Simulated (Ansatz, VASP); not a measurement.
# V3AuC (V3AuC antiperovskite) in two plane-wave programs

Aim: how closely do two programs agree when they are given the same cell, functional and k mesh? The cell is generated by rule, not measured, and may not be a known phase. The cell is taken from a series of runs on this material, whose earlier steps may have relaxed, scaled, displaced or heated it; both programs get it as it stands.

Method: plane waves, with VASP 6.6.1 beside it; zone-centre phonons at PBE, in Ansatz 0.2.0.

The structure was built from a prototype and need not be the compound's stable phase.

### Step 1. Starting point

It takes space group Pm-3m (No. 221, cubic). Conventional cell: a = 4.000 Å, b = 4.000 Å, c = 4.000 Å, α = 90.00°, β = 90.00°, γ = 90.00°. Nearest to Au lie 12 V at 2.83 Å. V has 2 C at 2.00 Å and 8 V at 2.83 Å and 4 Au at 2.83 Å nearest. Nearest to C lie 6 V at 2.00 Å. Farther neighbours are not listed.

Structure file:

```cif
data_structure
_symmetry_space_group_name_H-M 'Pm-3m'
_symmetry_Int_Tables_number 221
_cell_length_a 3.9999
_cell_length_b 3.9999
_cell_length_c 3.9999
_cell_angle_alpha 90.000
_cell_angle_beta 90.000
_cell_angle_gamma 90.000
_cell_volume 63.99
loop_
_atom_site_label
_atom_site_type_symbol
_atom_site_symmetry_multiplicity
_atom_site_Wyckoff_symbol
_atom_site_fract_x
_atom_site_fract_y
_atom_site_fract_z
_atom_site_occupancy
Au1 Au 1 a 0.00000 0.00000 0.00000 1
V1 V 3 c 0.50000 0.50000 0.00000 1
C1 C 1 b 0.50000 0.50000 0.50000 1
```

### Step 2. VASP: zone-centre phonons, PBE

Second derivatives magnify differences that forces hide, and they need a tight electronic threshold.

Lines of VASP's logs that name or quote its potential files are left out, and so is its time.

Input file INCAR:

```
SYSTEM = V3AuC
PREC = Accurate
ENCUT = 600
EDIFF = 1E-08
NELM = 120
ISMEAR = 1
SIGMA = 0.2
LREAL = .FALSE.
ALGO = Normal
GGA = PE
NBANDS = 33
LASPH = .TRUE.
LORBIT = 11
LWAVE = .FALSE.
LCHARG = .FALSE.
ISIF = 2
IBRION = 8
GGA_COMPAT = .FALSE.
KPAR = 2
```

Input file POSCAR:

```
V3AuC
1.0
    3.9998792049      0.0000000000      0.0000000000
    0.0000000000      3.9998792049      0.0000000000
    0.0000000000      0.0000000000      3.9998792049
Au V C
1 3 1
Direct
    0.0000000000      0.0000000000      0.0000000000
    0.5000000000      0.5000000000      0.0000000000
    0.5000000000      0.0000000000      0.5000000000
    0.0000000000      0.5000000000      0.5000000000
    0.5000000000      0.5000000000      0.5000000000
```

Input file KPOINTS:

```
Automatic mesh
0
Gamma
4 4 4
0 0 0
```

Potentials, in the order of the species: Au, V_sv and C (PBE family, release 64).

Command:

```console
> mpirun -np 2 vasp_std
```

Numbers of over 12 decimals in the logs are rounded to 6 here.

The program printed:

```text
[banner, memory and clock lines left out]
running    2 mpi-ranks, on    1 nodes
 distrk:  each k-point on    1 cores,    2 groups
 distr:  one band on    1 cores,    1 groups

 POSCAR found type information on POSCAR AuV C
 POSCAR found :  3 types and       5 ions
 LDA part: xc-table for (Slater+PW92), standard interpolation
 POSCAR, INCAR and KPOINTS ok, starting setup
 FFT: planning ... GRIDC
 FFT: planning ... GRID_SOFT
 FFT: planning ... GRID
 WAVECAR not read
 entering main loop
       N       E                     dE             d eps       ncg     rms          rms(c)
DAV:   1     0.776962093635E+03    0.77696E+03   -0.34201E+04   668   0.202E+03
DAV:   2     0.339260133525E+01   -0.77357E+03   -0.76154E+03   660   0.604E+02
DAV:   3    -0.511771793954E+02   -0.54570E+02   -0.53561E+02   965   0.154E+02
DAV:   4    -0.524871792539E+02   -0.13100E+01   -0.13077E+01   758   0.223E+01
DAV:   5    -0.525102045736E+02   -0.23025E-01   -0.22997E-01   824   0.321E+00    0.410E+01
DAV:   6    -0.413939414544E+02    0.11116E+02   -0.93750E+01   883   0.600E+01    0.704E+00
DAV:   7    -0.409922355537E+02    0.40171E+00   -0.52496E+00   803   0.173E+01    0.655E+00
DAV:   8    -0.408906609628E+02    0.10157E+00   -0.66721E-01   808   0.513E+00    0.298E+00
DAV:   9    -0.408642470213E+02    0.26414E-01   -0.10395E-01   838   0.178E+00    0.578E-01
DAV:  10    -0.408586108191E+02    0.56362E-02   -0.20376E-02   773   0.847E-01    0.294E-01
DAV:  11    -0.408587375076E+02   -0.12669E-03   -0.46877E-03   912   0.401E-01    0.890E-02
DAV:  12    -0.408587187550E+02    0.18753E-04   -0.14050E-03   820   0.179E-01    0.508E-02
DAV:  13    -0.408586773166E+02    0.41438E-04   -0.40106E-04   821   0.927E-02    0.124E-02
DAV:  14    -0.408586746061E+02    0.27105E-05   -0.13853E-05   824   0.223E-02    0.536E-03
DAV:  15    -0.408586741878E+02    0.41831E-06   -0.36145E-06   795   0.854E-03    0.620E-04
DAV:  16    -0.408586742052E+02   -0.17436E-07   -0.83963E-08   686   0.171E-03    0.236E-04
DAV:  17    -0.408586742093E+02   -0.40782E-08   -0.38692E-09   398   0.452E-04
   1 F= -.40858674E+02 E0= -.40856691E+02  d E =-.595073E-02
 Linear response reoptimize wavefunctions to high precision
DAV:   1    -0.408586742149E+02   -0.56452E-08   -0.50579E-09   484   0.287E-04
DAV:   2    -0.408586742150E+02   -0.30923E-10   -0.27689E-10   370   0.120E-04
 Linear response DOF=           4
 Linear response progress:
  Degree of freedom:   1/  4
       N       E                     dE             d eps       ncg     rms          rms(c)
RMM:   1    -0.289019965342E+00   -0.28902E+00   -0.22693E-01  2016   0.217E+00
RMM:   2    -0.288568819519E+00    0.45115E-03   -0.14852E-02  1666   0.462E-01    0.131E-01
RMM:   3    -0.288133722451E+00    0.43510E-03   -0.91544E-04  1674   0.136E-01    0.758E-02
RMM:   4    -0.288256532150E+00   -0.12281E-03   -0.12157E-03  1725   0.128E-01    0.361E-02
RMM:   5    -0.288244018139E+00    0.12514E-04   -0.52110E-05  1620   0.394E-02    0.203E-02
RMM:   6    -0.288202416025E+00    0.41602E-04   -0.85629E-05  1744   0.333E-02    0.986E-03
RMM:   7    -0.288217262945E+00   -0.14847E-04   -0.69344E-06  1888   0.128E-02    0.221E-03
RMM:   8    -0.288192588202E+00    0.24675E-04   -0.11617E-06  1867   0.503E-03    0.142E-03
RMM:   9    -0.288185308310E+00    0.72799E-05   -0.12963E-07  1910   0.169E-03    0.781E-04
RMM:  10    -0.288177543846E+00    0.77645E-05   -0.55105E-08  1841   0.948E-04    0.192E-04
RMM:  11    -0.288175157181E+00    0.23867E-05    0.84787E-08  2071   0.292E-04    0.687E-05
RMM:  12    -0.288174552078E+00    0.60510E-06    0.37137E-08  1944   0.117E-04    0.252E-05
RMM:  13    -0.288174170018E+00    0.38206E-06    0.11517E-08  2090   0.649E-05    0.919E-06
RMM:  14    -0.288174245954E+00   -0.75936E-07    0.16870E-08  2032   0.354E-05    0.415E-06
RMM:  15    -0.288174256879E+00   -0.10925E-07    0.57577E-09  2111   0.274E-05    0.249E-06
RMM:  16    -0.288174270440E+00   -0.13561E-07   -0.26314E-09  1827   0.259E-05    0.113E-06
RMM:  17    -0.288174280368E+00   -0.99280E-08    0.85066E-09  1647   0.250E-05    0.266E-07
 first order change of Fermi-energy  -0.60716E-03
 force on displaced ion       1 direction 1 :  -7.102  -0.000   0.000
 Linear response progress:
  Degree of freedom:   2/  4
       N       E                     dE             d eps       ncg     rms          rms(c)
RMM:   1    -0.114267289544E+01   -0.11427E+01   -0.19407E+01  2092   0.603E+01
RMM:   2    -0.101191738835E+01    0.13076E+00   -0.29397E-01  2501   0.333E+00    0.159E-01
RMM:   3    -0.101592861854E+01   -0.40112E-02   -0.30853E-02  2827   0.876E-01    0.691E-02
RMM:   4    -0.101473901626E+01    0.11896E-02   -0.16413E-03  3072   0.218E-01    0.279E-02
RMM:   5    -0.101439371033E+01    0.34531E-03   -0.25259E-04  2748   0.653E-02    0.528E-02
RMM:   6    -0.101425797455E+01    0.13574E-03   -0.43249E-06  2584   0.411E-02    0.805E-03
RMM:   7    -0.101413683772E+01    0.12114E-03   -0.39053E-05  3116   0.180E-02    0.668E-03
RMM:   8    -0.101412499143E+01    0.11846E-04   -0.25849E-06  2898   0.798E-03    0.587E-03
RMM:   9    -0.101412008666E+01    0.49048E-05   -0.12512E-05  2732   0.447E-03    0.130E-03
RMM:  10    -0.101411965343E+01    0.43323E-06    0.52904E-08  3221   0.213E-03    0.672E-04
RMM:  11    -0.101412068487E+01   -0.10314E-05   -0.31818E-07  3029   0.888E-04    0.254E-04
RMM:  12    -0.101412186540E+01   -0.11805E-05   -0.51242E-07  3109   0.475E-04    0.149E-04
RMM:  13    -0.101412253500E+01   -0.66960E-06   -0.44911E-07  3020   0.290E-04    0.307E-05
RMM:  14    -0.101412259758E+01   -0.62575E-07   -0.35841E-07  3439   0.182E-04    0.174E-05
RMM:  15    -0.101412254565E+01    0.51927E-07   -0.13191E-07  3271   0.132E-04    0.570E-06
RMM:  16    -0.101412252331E+01    0.22335E-07   -0.10208E-07  3495   0.105E-04    0.378E-06
RMM:  17    -0.101412248171E+01    0.41601E-07   -0.81608E-09  3387   0.909E-05    0.211E-06
RMM:  18    -0.101412245561E+01    0.26102E-07   -0.27809E-08  3411   0.827E-05    0.114E-06
RMM:  19    -0.101412244657E+01    0.90357E-08    0.32863E-09  3197   0.766E-05    0.928E-07
 first order change of Fermi-energy   0.39745E-03
 force on displaced ion       2 direction 1 :  -8.097   0.000   0.000
 Linear response progress:
  Degree of freedom:   3/  4
       N       E                     dE             d eps       ncg     rms          rms(c)
RMM:   1    -0.113800223971E+01   -0.11380E+01   -0.18823E+01  1424   0.618E+01
RMM:   2    -0.100839720265E+01    0.12961E+00   -0.28699E-01  1666   0.329E+00    0.227E-01
RMM:   3    -0.101184765133E+01   -0.34504E-02   -0.29877E-02  1820   0.902E-01    0.935E-02
RMM:   4    -0.101035412821E+01    0.14935E-02   -0.15070E-03  1973   0.235E-01    0.325E-02
RMM:   5    -0.100979519311E+01    0.55894E-03   -0.20446E-04  1778   0.849E-02    0.657E-02
RMM:   6    -0.100965163003E+01    0.14356E-03   -0.58060E-05  1704   0.498E-02    0.795E-03
RMM:   7    -0.100949267019E+01    0.15896E-03   -0.19756E-05  2096   0.189E-02    0.667E-03
RMM:   8    -0.100943243459E+01    0.60236E-04   -0.14370E-06  1833   0.686E-03    0.158E-03
RMM:   9    -0.100940098149E+01    0.31453E-04   -0.73987E-07  2148   0.292E-03    0.549E-04
RMM:  10    -0.100940569484E+01   -0.47133E-05    0.13629E-07  1985   0.113E-03    0.107E-04
RMM:  11    -0.100940655530E+01   -0.86046E-06   -0.36481E-07  2138   0.444E-04    0.412E-05
RMM:  12    -0.100940723830E+01   -0.68300E-06   -0.54469E-08  2211   0.229E-04    0.271E-05
RMM:  13    -0.100940777389E+01   -0.53559E-06    0.85782E-10  2151   0.151E-04    0.132E-05
RMM:  14    -0.100940778287E+01   -0.89836E-08   -0.42324E-09  2228   0.126E-04    0.449E-06
 first order change of Fermi-energy   0.21826E-03
 force on displaced ion       2 direction 3 :   0.000  -0.000 -26.854
 Linear response progress:
  Degree of freedom:   4/  4
       N       E                     dE             d eps       ncg     rms          rms(c)
RMM:   1    -0.138379962084E+00   -0.13838E+00    0.21411E-02  2051   0.207E+00
RMM:   2    -0.126520989405E+00    0.11859E-01   -0.21730E-02  1805   0.510E-01    0.162E-01
RMM:   3    -0.126686188828E+00   -0.16520E-03   -0.29336E-03  1662   0.223E-01    0.803E-02
RMM:   4    -0.127678090873E+00   -0.99190E-03   -0.12149E-03  1752   0.142E-01    0.421E-02
RMM:   5    -0.127685916664E+00   -0.78258E-05   -0.92650E-05  1652   0.571E-02    0.272E-02
RMM:   6    -0.127680831647E+00    0.50850E-05   -0.31509E-05  1669   0.347E-02    0.737E-03
RMM:   7    -0.127771042093E+00   -0.90210E-04   -0.66703E-06  2027   0.140E-02    0.289E-03
RMM:   8    -0.127765833407E+00    0.52087E-05   -0.72916E-07  1844   0.425E-03    0.770E-04
RMM:   9    -0.127762936136E+00    0.28973E-05   -0.96088E-08  1967   0.156E-03    0.272E-04
RMM:  10    -0.127762323733E+00    0.61240E-06   -0.55905E-08  2055   0.565E-04    0.119E-04
RMM:  11    -0.127762309304E+00    0.14429E-07   -0.22497E-08  1951   0.217E-04    0.326E-05
RMM:  12    -0.127762433568E+00   -0.12426E-06   -0.94348E-09  2181   0.820E-05    0.199E-05
RMM:  13    -0.127762529728E+00   -0.96161E-07    0.35063E-08  2091   0.370E-05    0.634E-06
RMM:  14    -0.127762577999E+00   -0.48271E-07   -0.48829E-08  2161   0.262E-05    0.196E-06
RMM:  15    -0.127762585484E+00   -0.74842E-08   -0.11338E-08  1939   0.228E-05    0.960E-07
 first order change of Fermi-energy  -0.24713E-03
 force on displaced ion       5 direction 1 : -19.078   0.000  -0.000
 Linear response finished
```

[end of part 1 of 3]

[Lines on the potential files, build, host, timing and source positions are cut from VASP's logs without a mark.]

[Logs are printed without paths, hosts, clocks, repeated set-up lines and the standing remarks that a program may print on its own settings, such as how far it seeks lower states.]

[Hosts, paths, dates, database ids (printed as entryN), source tags and the programs' standing remarks are cut or masked in the printed files.]
